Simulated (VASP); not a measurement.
Level of theory: PBE GGA, VASP's PBE PAW potentials (set 64) (plane waves; VASP 6.6.1).

The input files of a VASP run:

POSCAR:
```
SnO2
1
    4.8327062193     0.0000000000     0.0000000000
    0.0000000000     4.8327062193     0.0000000000
    0.0000000000     0.0000000000     3.2408334566
Sn O
2 4
Direct
  0.0000000000   0.0000000000   1.0000000000
  0.5000000000   0.5000000000   0.5000000000
  0.3065849554   0.3065849554   0.0000000000
  0.8065849554   0.1934150446   0.5000000000
  0.1934150446   0.8065849554   0.5000000000
  0.6934150446   0.6934150446   0.0000000000
```

### INCAR
```
ALGO  =  Normal
EDIFF  =  1E-7
ENCUT  =  520
GGA  =  PE
ISIF  =  2
ISMEAR  =  -5
LASPH  =  T
LCHARG  =  T
LEFG  =  T
LMAXMIX  =  4
LORBIT  =  11
LREAL  =  F
LWAVE  =  F
NEDOS  =  601
NELM  =  100
PREC  =  Accurate
SYSTEM  =  SnO2
```

KPOINTS:
```
Automatic mesh
0
Gamma
5 5 8
0 0 0
```

POTCAR, in this order: Sn_d O (PBE.64 set). Program: vasp_std.

Unless said otherwise, spin-orbit coupling is left out, though it shifts the bands of the heavy elements here.

Predict the energy per atom (σ→0), band gap (on the k-mesh).

| Property | Value |
|---|---|
| energy per atom (σ→0) | -6.219 eV/atom |
| band gap (on the k-mesh) | 0.64 eV |

### OSZICAR
```
...
DAV:  10    -0.373114766275E+02   -0.75627E-03   -0.59224E-03  2686   0.748E-01    0.453E-02
DAV:  11    -0.373115453521E+02   -0.68725E-04   -0.33813E-04  2962   0.201E-01    0.205E-02
DAV:  12    -0.373115491483E+02   -0.37962E-05   -0.23223E-05  2210   0.391E-02    0.143E-02
DAV:  13    -0.373115453254E+02    0.38229E-05   -0.15872E-05  2854   0.491E-02    0.246E-03
DAV:  14    -0.373115456475E+02   -0.32210E-06   -0.13252E-06  2511   0.991E-03    0.119E-03
DAV:  15    -0.373115457580E+02   -0.11051E-06   -0.42829E-08  1507   0.166E-03    0.491E-04
DAV:  16    -0.373115457807E+02   -0.22615E-07   -0.16857E-08  1364   0.105E-03
   1 F= -.37311546E+02 E0= -.37311546E+02  d E =0.000000E+00
```

The compound is SnO2 in the rutile structure. It was relaxed first, which changed the volume by +6 %.
